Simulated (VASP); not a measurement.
Method: r2SCAN meta-GGA, VASP's PBE PAW potentials (set 64) (plane waves; VASP 6.6.1).

A VASP calculation is set up with these files.

### INCAR
```
SYSTEM  =  Sr
PREC  =  Accurate; ENCUT  =  400; LREAL  =  .False.
LASPH  =  .True.
EDIFF  =  1E-6; NELM  =  100; ALGO  =  Normal
LMAXMIX  =  4; LMIXTAU  =  .True.
ISMEAR  =  1; SIGMA  =  0.1
METAGGA  =  R2SCAN
IBRION  =  2; NSW  =  60; ISIF  =  3
EDIFFG  =  -0.01
LWAVE  =  .False.; LCHARG  =  .False.
```

File POSCAR:
```
Sr
1.0
  3.8120549481   0.0000000000   0.0000000000
  0.0000000000   3.8120549481   0.0000000000
  0.0000000000   0.0000000000   3.8120549481
Sr
1
direct
  0.0000000000   0.0000000000   0.0000000000
```

**KPOINTS**
```
Automatic mesh
0
Gamma
9 9 9
0 0 0
```

POTCAR, in this order: Sr_sv (PBE.64 set). Program: vasp_std.

Problem. Predict the energy per atom (σ→0), band gap (on the k-mesh).

Solution. 
```
Property                                                     Value
------------------------  ----------------------------------------
energy per atom (σ→0)                              -14.715 eV/atom
band gap (on the k-mesh)  none (metal, semimetal or under 0.01 eV)
```

### OSZICAR
```
...
DAV:  17    -0.147154124207E+02   -0.15038E-03   -0.47126E-04   820   0.202E-01    0.346E-02
DAV:  18    -0.147151621209E+02    0.25030E-03   -0.28833E-04   696   0.155E-01    0.376E-02
DAV:  19    -0.147151473019E+02    0.14819E-04   -0.11085E-05   980   0.244E-02    0.284E-02
DAV:  20    -0.147151171330E+02    0.30169E-04   -0.17512E-05   722   0.230E-02    0.203E-02
DAV:  21    -0.147151151133E+02    0.20196E-05   -0.41326E-06   942   0.166E-02    0.455E-03
DAV:  22    -0.147151137708E+02    0.13425E-05   -0.41744E-06   670   0.207E-02    0.270E-03
DAV:  23    -0.147151135941E+02    0.17669E-06   -0.50477E-07   679   0.758E-03
   1 F= -.14715114E+02 E0= -.14714596E+02  d E =-.147151E+02
```

The structure was generated: Sr was put into the simple-cubic type (Pm-3m), which need not be its known phase. It was relaxed first, which changed the volume by -12 %. The start is the result of an earlier pass.
